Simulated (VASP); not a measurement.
# GaGe3 (Fm-3m) in VASP: reference runs

Aim: a first look at GaGe3 with PBEsol, on the cell as given and on a disturbed one.

All numbers are computed with VASP 6.6.1; they aren't measurements. Logs are shortened: lines on timing, memory, paths and dates and some standing lists are left out, and cuts for length are marked.

## Step 1: The structure

The structure is cubic, space group Fm-3m (No. 225). Conventional cell: a = 6.774 Å, b = 6.774 Å, c = 6.774 Å, α = 90.00°, β = 90.00°, γ = 90.00°. Ge (site symmetry m-3m) is surrounded by 8 Ge at 2.93 Å. Ge (site symmetry -43m) is surrounded by 4 Ge at 2.93 Å and 4 Ga at 2.93 Å. Around Ga (site symmetry m-3m) lie 8 Ge at 2.93 Å.

The cell comes from a database or a generator and needn't be the stable form of this composition.

## Step 2: Single point, PBEsol

INCAR reads:

```
PREC     = Accurate       # precision mode
ENCUT    = 520            # plane-wave cutoff, eV
EDIFF    = 1E-7           # SCF threshold, eV
ISMEAR   = -1             # smearing method
SIGMA    = 0.05           # smearing width, eV
LREAL    = False          # projectors in reciprocal space
LASPH    = True           # aspherical terms in the spheres
NELM     = 60             # most SCF steps
ALGO     = Normal         # electronic algorithm
ISIF     = 2              # what is computed and relaxed
LWAVE    = False          # write WAVECAR
LCHARG   = False          # write CHGCAR
GGA      = PS             # functional
NBANDS   = 36             # bands
```

KPOINTS reads:

```
Automatic mesh
0
Gamma
  7 7 7
```

POSCAR reads:

```
GaGe3
1.0
    0.0000000000      3.3871670000      3.3871670000
    3.3871670000      0.0000000000      3.3871670000
    3.3871670000      3.3871670000      0.0000000000
Ge Ga
3 1
Direct
    0.5000000000      0.5000000000      0.5000000000
    0.7500000000      0.7500000000      0.7500000000
    0.2500000000      0.2500000000      0.2500000000
    0.0000000000      0.0000000000      0.0000000000
```

Potentials or basis: VASP PAW PBE potentials, release 64 (Ge_d, Ga_d).

On the command line:

```sh
$ cat potpaw_PBE.64/Ge_d/POTCAR potpaw_PBE.64/Ga_d/POTCAR > POTCAR
$ mpirun -np 1 vasp_std > vasp.out
```

OUTCAR:

```text
PREC = Accurate
   ENCUT = 520
   EDIFF = 1E-7
   ISMEAR = -1
   LREAL = False
   LASPH = True
   NELM = 60
   ISIF = 2
   GGA = PS

 ion  position               nearest neighbor table
   1  0.500  0.500  0.500-
   2  0.750  0.750  0.750-
   3  0.250  0.250  0.250-
   4  0.000  0.000  0.000-

  LATTYP: Found a face centered cubic cell.
 ALAT       =     6.7743340000

  Lattice vectors:

 A1 = (   0.0000000000,   3.3871670000,   3.3871670000)
 A2 = (   3.3871670000,   0.0000000000,   3.3871670000)
 A3 = (   3.3871670000,   3.3871670000,   0.0000000000)

Analysis of symmetry for initial positions (statically):
=====================================================================
 Subroutine PRICEL returns:
 Original cell was already a primitive cell.

 Routine SETGRP: Setting up the symmetry group for a
 face centered cubic supercell.

 Subroutine GETGRP returns: Found 48 space group operations
 (whereof 48 operations were pure point group operations)
 out of a pool of 48 trial point group operations.

The static configuration has the point symmetry O_h .

Analysis of symmetry for dynamics (positions and initial velocities):
=====================================================================
 Subroutine PRICEL returns:
 Original cell was already a primitive cell.

 Routine SETGRP: Setting up the symmetry group for a
 face centered cubic supercell.

 Subroutine GETGRP returns: Found 48 space group operations
 (whereof 48 operations were pure point group operations)
 out of a pool of 48 trial point group operations.

The dynamic configuration has the point symmetry O_h .

 Subroutine INISYM returns: Found 48 space group operations
 (whereof 48 operations are pure point group operations),
 and found     1 'primitive' translations

----------------------------------------------------------------------------------------

                                     Primitive cell

  volume of cell :      77.7213

  direct lattice vectors                    reciprocal lattice vectors
     0.000000000  3.387167000  3.387167000    -0.147615987  0.147615987  0.147615987
     3.387167000  0.000000000  3.387167000     0.147615987 -0.147615987  0.147615987
     3.387167000  3.387167000  0.000000000     0.147615987  0.147615987 -0.147615987

  length of vectors
     4.790177509  4.790177509  4.790177509     0.255678390  0.255678390  0.255678390

  position of ions in fractional coordinates (direct lattice)
     0.500000000  0.500000000  0.500000000
     0.750000000  0.750000000  0.750000000
     0.250000000  0.250000000  0.250000000
     0.000000000  0.000000000  0.000000000

  ion indices of the primitive-cell ions
   primitive index   ion index
                 1           1
                 2           2
                 3           3
                 4           4

----------------------------------------------------------------------------------------

 KPOINTS: Automatic mesh

Automatic generation of k-mesh.
 Grid dimensions read from file:
 generate k-points for:    7    7    7

 Generating k-lattice:

  Cartesian coordinates                     Fractional coordinates (reciprocal lattice)
    -0.021087998  0.021087998  0.021087998     0.142857143  0.000000000  0.000000000
     0.021087998 -0.021087998  0.021087998     0.000000000  0.142857143  0.000000000
     0.021087998  0.021087998 -0.021087998     0.000000000  0.000000000  0.142857143

  Length of vectors
     0.036525484  0.036525484  0.036525484

  Shift w.r.t. Gamma in fractional coordinates (k-lattice)
     0.000000000  0.000000000  0.000000000

 Subroutine IBZKPT returns following result:
 ===========================================

 Found     20 irreducible k-points:

 Following reciprocal coordinates:
            Coordinates               Weight
  0.000000  0.000000  0.000000      1.000000
  0.142857  0.000000  0.000000      8.000000
  0.285714  0.000000  0.000000      8.000000
  0.428571  0.000000  0.000000      8.000000
  0.142857  0.142857  0.000000      6.000000
  0.285714  0.142857  0.000000     24.000000
[... 12 lines left out ...]
 -0.428571  0.428571  0.142857     24.000000
 -0.285714  0.428571  0.142857     24.000000
   k-points           NKPTS =     20   k-points in BZ     NKDIM =     20   number of bands    NBANDS=     36
   number of dos      NEDOS =    301   number of ions     NIONS =      4
   total plane-waves  NPLWV =  46656
   dimension x,y,z NGX =    36 NGY =   36 NGZ =   36
   dimension x,y,z NGXF=    72 NGYF=   72 NGZF=   72
   ions per type =               3   1
   NGX,Y,Z   is equivalent  to a cutoff of  12.49, 12.49, 12.49 a.u.
   NGXF,Y,Z  is equivalent  to a cutoff of  24.99, 24.99, 24.99 a.u.
 SYSTEM =  unknown system
   PREC   = accura    normal or accurate (medium, high low for compatibility)
   ISTART =      0    job   : 0-new  1-cont  2-samecut
   ICHARG =      2    charge: 1-file 2-atom 10-const
   ISPIN  =      1    spin polarized calculation?
   LNONCOLLINEAR =      F non collinear calculations
   LSORBIT =      F    spin-orbit coupling
   LASPH  =      T    aspherical Exc in radial PAW
   ENCUT  =  520.0 eV  38.22 Ry    6.18 a.u.   8.91  8.91  8.91*2*pi/ulx,y,z
   NELM   =     60;   NELMIN=  2; NELMDL= -5     # of ELM steps
   EDIFF  = 0.1E-06   stopping-criterion for ELM
   LREAL  =      F    real-space projection
   EDIFFG = 0.1E-05   stopping-criterion for IOM
   NSW    =      0    number of steps for IOM
   IBRION =     -1    ionic relax: 0-MD 1-quasi-New 2-CG
   NFREE  =      0    steps in history (QN), initial steepest desc. (CG)
   ISIF   =      2    stress and relaxation
   ISYM   =      2    0-nonsym 1-usesym 2-fastsym
   POTIM  = 0.5000    time-step for ionic-motion
   TEBEG  =    0.0;   TEEND  =   0.0 temperature during run
   PSTRESS=    0.0 pullay stress
   NELECT =      55.0000    total number of electrons
   NUPDOWN=      -1.0000    fix difference up-down
   EMIN   =  10.00;   EMAX   =-10.00  energy-range for DOS
   EFERMI =   0.00;   METHOD = LEGACY
   ISMEAR =    -1;   SIGMA  =   0.05  broadening in eV -4-tet -1-fermi 0-gaus
   EFERMI_NEDOS =   21; number of points for ismear=-14 and -15
   IALGO  =     38    algorithm
   IMIX   =      4    mixing-type and parameters
     AMIX     =   0.40;   BMIX     =  1.00
     AMIX_MAG =   1.60;   BMIX_MAG =  1.00
  volume/ion in A,a.u.               =      19.43       131.12
  Fermi-wavevector in a.u.,A,eV,Ry     =   1.458867  2.756859 28.957195  2.128294
  Thomas-Fermi vector in A             =   2.575501
   LORBIT       =      0    0 simple, 1 ext, 2 COOP (PROOUT), +10 PAW based schemes
   GGA     = PS    functional components
   LHFCALC =     F    Hartree Fock is set to
   AEXX    =    0.0000 exact exchange contribution
   IVDW    =     0    specifies the selected vdW correction
   LEPSILON=     F    determine dielectric tensor
   LRPA    =     F    only Hartree local field effects (RPA)
 non-spin polarized calculation
  energy-cutoff  :      520.00
  volume of cell :       77.72
 maximum number of plane-waves:      2106
   NGX = 17   NGY = 17   NGZ = 17

 number of electron      55.0000038 magnetization

 Free energy of the ion-electron system (eV)
  ---------------------------------------------------
  ext. energy  EPLUGINS =         0.00000000
  ---------------------------------------------------
  free energy    TOTEN  =       -17.33184522 eV

  energy without entropy =      -17.32239230  energy(sigma->0) =      -17.32711876

 E-fermi :   5.9627     XC(G=0): -11.2223

 val. band max:        5.8730932098   @ k =  -0.4286   0.1429   0.0000
 cond. band min:       6.0514157392   @ k =   0.4286   0.2857   0.0000
 fundamental gap:      0.1783225294
 Fermi energy:         5.9627165352

 k-point     1 :       0.0000    0.0000    0.0000
  band No.  band energies     occupation
      1     -18.6217      2.00000
      2     -18.6217      2.00000
      3     -18.6158      2.00000
      4     -18.6158      2.00000
      5     -18.6158      2.00000
      6     -18.5961      2.00000
[... 28 lines left out ...]
     35      10.7412      0.00000
     36      15.7131      0.00000

 k-point     2 :       0.1429    0.0000    0.0000
  band No.  band energies     occupation
      1     -18.6195      2.00000
      2     -18.6195      2.00000
      3     -18.6195      2.00000
      4     -18.6179      2.00000
      5     -18.6179      2.00000
      6     -18.5934      2.00000
[... 28 lines left out ...]
     35      11.6115      0.00000
     36      14.1909      0.00000

 k-point     3 :       0.2857    0.0000    0.0000
  band No.  band energies     occupation
      1     -18.6252      2.00000
      2     -18.6252      2.00000
      3     -18.6206      2.00000
      4     -18.6088      2.00000
      5     -18.6088      2.00000
      6     -18.5889      2.00000
[... 28 lines left out ...]
     35      13.4372      0.00000
     36      13.4373      0.00000

 k-point     4 :       0.4286    0.0000    0.0000
  band No.  band energies     occupation
      1     -18.6291      2.00000
      2     -18.6291      2.00000
      3     -18.6162      2.00000
      4     -18.5970      2.00000
      5     -18.5970      2.00000
      6     -18.5861      2.00000
[... 28 lines left out ...]
     35      11.8949      0.00000
     36      13.4196      0.00000

 k-point     5 :       0.1429    0.1429    0.0000
  band No.  band energies     occupation
      1     -18.6227      2.00000
      2     -18.6227      2.00000
      3     -18.6186      2.00000
      4     -18.6165      2.00000
      5     -18.6127      2.00000
      6     -18.5966      2.00000
[... 499 lines left out ...]
 k-point    18 :      -0.4286    0.2857    0.1429
  band No.  band energies     occupation
      1     -18.6301      2.00000
      2     -18.6268      2.00000
      3     -18.6178      2.00000
      4     -18.6015      2.00000
      5     -18.5982      2.00000
      6     -18.5892      2.00000
[... 28 lines left out ...]
     35      13.0594      0.00000
     36      13.5264      0.00000

 k-point    19 :      -0.4286    0.4286    0.1429
  band No.  band energies     occupation
      1     -18.6315      2.00000
      2     -18.6297      2.00000
      3     -18.6124      2.00000
      4     -18.6072      2.00000
      5     -18.5978      2.00000
      6     -18.5898      2.00000
[... 28 lines left out ...]
     35      12.6931      0.00000
     36      12.9114      0.00000

 k-point    20 :      -0.2857    0.4286    0.1429
  band No.  band energies     occupation
      1     -18.6309      2.00000
      2     -18.6239      2.00000
      3     -18.6205      2.00000
      4     -18.6032      2.00000
      5     -18.5957      2.00000
      6     -18.5906      2.00000
[... 28 lines left out ...]
     35      12.6281      0.00000
     36      12.9294      0.00000

------------------------ aborting loop because EDIFF is reached ----------------------------------------

  FORCE on cell =-STRESS in cart. coord.  units (eV):
  Direction    XX          YY          ZZ          XY          YZ          ZX
  --------------------------------------------------------------------------------------
  -------------------------------------------------------------------------------------
  Total       -1.8967726     -1.8967726     -1.8967726     -0.0000000      0.0000000      0.0000000
  in kB      -39.1008341    -39.1008341    -39.1008341     -0.0000000      0.0000000      0.0000000
  external PRESSURE =     -39.1008341 kB  Pullay stress =       0.0000000 kB

 VOLUME and BASIS-vectors are now :
 -----------------------------------------------------------------------------
  energy-cutoff  :      520.00
  volume of cell :       77.72
      direct lattice vectors                 reciprocal lattice vectors
     0.000000000  3.387167000  3.387167000    -0.147615987  0.147615987  0.147615987
     3.387167000  0.000000000  3.387167000     0.147615987 -0.147615987  0.147615987
     3.387167000  3.387167000  0.000000000     0.147615987  0.147615987 -0.147615987

 POSITION                                       TOTAL-FORCE (eV/Angst)
 -----------------------------------------------------------------------------------
      3.38717      3.38717      3.38717        -0.000000     -0.000000      0.000000
      5.08075      5.08075      5.08075         0.000000      0.000000      0.000000
      1.69358      1.69358      1.69358        -0.000000     -0.000000     -0.000000
      0.00000      0.00000      0.00000        -0.000000     -0.000000      0.000000
 -----------------------------------------------------------------------------------
    total drift:                                0.000000      0.000000      0.000000

  FREE ENERGIE OF THE ION-ELECTRON SYSTEM (eV)
  ---------------------------------------------------
  free  energy   TOTEN  =       -17.3318452197 eV

  energy  without entropy=      -17.3223923015  energy(sigma->0) =      -17.32711876
```

Wall time 28 s (1 thread of Intel Xeon 6975P-C (Granite Rapids), shared host); peak memory 0.22 GiB.

What came out:

* Free energy: -17.3318 eV
* Pressure: -3.9 GPa
* Band gap on the k mesh: none (metal or under the smearing width)

Levels at points of the mesh, in eV from the Fermi level:
```tsv
k point	band 24	band 25	band 26	band 27	band 28	band 29	band 30	band 31	band 32	band 33
(0.00, 0.00, 0.00)	-1.52	-1.52	-1.52	-1.24	-1.24	-1.24	-1.15	0.31	0.31	0.31
```

Caveat: the PAW data sets were made with another functional, which shifts forces and pressure a little.

## Step 3: Single point, PBEsol (atoms moved at random, drawn with an rms of 0.05 Å)

INCAR is that of step 2.

KPOINTS is that of step 2.

POSCAR reads:

```
GaGe3
1.0
    0.0000000000      3.3871670000      3.3871670000
    3.3871670000      0.0000000000      3.3871670000
    3.3871670000      3.3871670000      0.0000000000
Ge Ga
3 1
Direct
    0.5073380000      0.5011620000      0.4946460000
    0.7594530000      0.7517590000      0.7461760000
    0.2490690000      0.2550790000      0.2519830000
    0.0098280000     -0.0176820000      0.0106650000
```

Potentials or basis: VASP PAW PBE potentials, release 64 (Ge_d, Ga_d).

On the command line:

```sh
$ cat potpaw_PBE.64/Ge_d/POTCAR potpaw_PBE.64/Ga_d/POTCAR > POTCAR
$ mpirun -np 1 vasp_std > vasp.out
```

OUTCAR:

```text
PREC = Accurate
   ENCUT = 520
   EDIFF = 1E-7
   ISMEAR = -1
   LREAL = False
   LASPH = True
   NELM = 60
   ISIF = 2
   GGA = PS

 ion  position               nearest neighbor table
   1  0.507  0.501  0.495-   3 2.90
   2  0.759  0.752  0.746-   4 2.88   4 2.92
   3  0.249  0.255  0.252-   4 2.84   1 2.90
   4  0.010  0.982  0.011-   3 2.84   2 2.88   2 2.92

  LATTYP: Found a face centered cubic cell.
 ALAT       =     6.7743340000
[... 1131 lines left out ...]

  FORCE on cell =-STRESS in cart. coord.  units (eV):
  Direction    XX          YY          ZZ          XY          YZ          ZX
  --------------------------------------------------------------------------------------
  -------------------------------------------------------------------------------------
  Total       -1.8628802     -1.8458083     -1.8474396     -0.0030973     -0.0374900      0.0143143
  in kB      -38.4021626    -38.0502360    -38.0838635     -0.0638495     -0.7728349      0.2950817
  external PRESSURE =     -38.1787540 kB  Pullay stress =       0.0000000 kB

 VOLUME and BASIS-vectors are now :
 -----------------------------------------------------------------------------
  energy-cutoff  :      520.00
  volume of cell :       77.72
      direct lattice vectors                 reciprocal lattice vectors
     0.000000000  3.387167000  3.387167000    -0.147615987  0.147615987  0.147615987
     3.387167000  0.000000000  3.387167000     0.147615987 -0.147615987  0.147615987
     3.387167000  3.387167000  0.000000000     0.147615987  0.147615987 -0.147615987

 POSITION                                       TOTAL-FORCE (eV/Angst)
 -----------------------------------------------------------------------------------
      3.37297      3.39389      3.41596         0.019271      0.027767     -0.026435
      5.07376      5.09982      5.11873         0.008652      0.018640     -0.053708
      1.71750      1.69715      1.70763        -0.073958      0.061549     -0.022714
      3.36340      0.06941      3.36056         0.046035     -0.107956      0.102857
 -----------------------------------------------------------------------------------
    total drift:                               -0.001060      0.000799     -0.000768

  FREE ENERGIE OF THE ION-ELECTRON SYSTEM (eV)
  ---------------------------------------------------
  free  energy   TOTEN  =       -17.3242036113 eV

  energy  without entropy=      -17.3144410717  energy(sigma->0) =      -17.31932234
```

Run time: 3.1 min. Hardware: 1 thread of Intel Xeon 6975P-C (Granite Rapids), shared host; peak memory 0.49 GiB.

Results:

```
Free energy            : -17.3242 eV
Pressure               : -3.8 GPa
Largest force          : 0.156 eV/Å
Band gap on the k mesh : none (metal or under the smearing width)
```

Forces in eV/Å, atoms in the order of the input:
```
Ge   0.019  0.028 -0.026
Ge   0.009  0.019 -0.054
Ge  -0.074  0.062 -0.023
Ga   0.046 -0.108  0.103
```

Caveat: the PAW data sets were made with another functional, which shifts forces and pressure a little.
